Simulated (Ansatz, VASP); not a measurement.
# Zr2SiC2 in VASP and in Ansatz

```
Zr Si C
1.0
    -2.02682    2.02682    4.70891
     2.02682   -2.02682    4.70891
     2.02682    2.02682   -4.70891
Zr Si C
2 1 2
Direct
  0.62354 0.62354 0.00000
  0.37646 0.37646 0.00000
  0.00000 0.00000 0.00000
  0.25000 0.75000 0.50000
  0.75000 0.25000 0.50000
```

Change from the starting cell: species swapped into the YbGe2Pd2 type (I4/mmm, No. 139).

Alike in both runs: task single point; functional PBE; k mesh 6 × 6 × 6; occupations gaussian, width 0.1 eV; no spin polarisation.

```csv
,VASP,Ansatz
version,VASP 6.6.1,Ansatz 0.2.0
potentials or method,"VASP PAW PBE potentials, release 64 (Zr_sv, Si, C)","scalar-relativistic, plane waves, PAW"
plane-wave cutoff (eV),520,420
valence electrons in the cell,36,36
```

Ansatz gave:

```
gap on the k mesh at the Fermi level (eV)       : none
pressure (GPa)                                  : -5.4
largest component of the traceless stress (GPa) : 22.14
rms of the force components (eV/Å)              : 2.851
```

Question: Estimate VASP's values.

Answer: gap on the k mesh at the Fermi level (eV): none; pressure (GPa): -5.2; largest component of the traceless stress (GPa): 22.47; rms of the force components (eV/Å): 2.885.

Atom by atom the forces differ by 0.034 eV/Å (rms over components). A gap of «none» marks a metal or a gap that the smearing closes. With one functional, cell and mesh, what is left measures potentials, basis and numerics.

Caveats: the k mesh is coarse (spacing up to 0.37 Å⁻¹), so the values aren't converged; forces of over 1 eV/Å show positions far from the minimum, so gaps and moduli don't describe the material at rest.
